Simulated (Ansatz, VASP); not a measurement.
# CsPbI2Br: VASP beside Ansatz

```
Cs Pb I Br
1.0
     6.37530    0.00000    0.00000
     0.00000    6.37530    0.00000
     0.00000    0.00000    5.84298
Cs Pb I Br
1 1 2 1
Direct
  0.50000 0.50000 0.50000
  0.00000 0.00000 0.00000
  0.00000 0.50000 0.00000
  0.50000 0.00000 0.00000
  0.00000 0.00000 0.50000
```

Change from the starting cell: strain -0.0200 x Voigt [0, 0, 1, 0, 0, 0], atoms carried along.

Alike in both runs: task single point; functional LDA; k mesh 4 × 4 × 6; occupations gaussian, width 0.05 eV; no spin polarisation.

```csv
,VASP,Ansatz
version,VASP 6.6.1,Ansatz 0.2.0
potentials or method,"VASP PAW LDA potentials, release 64 (Cs_sv, Pb_d, I, Br)","scalar-relativistic, plane waves, PAW"
plane-wave cutoff (eV),520,420
valence electrons in the cell,44,64
```

Ansatz gave:

| Quantity | Value |
| --- | --- |
| gap on the k mesh at the Fermi level (eV) | 1.25 |
| least direct gap on the mesh (eV) | 1.25 |
| pressure (GPa) | -1.4 |
| largest component of the traceless stress (GPa) | 0.29 |

Task: Which values does VASP return?

Result: gap on the k mesh at the Fermi level (eV): 1.23; least direct gap on the mesh (eV): 1.23; pressure (GPa): -1.4; largest component of the traceless stress (GPa): 0.31.

The two sets of potentials don't hold the same shells in valence.

Caveats: spin-orbit coupling is left out, which as a rule narrows the gap of such compounds by several tenths of an eV. A k mesh can miss the band edges.
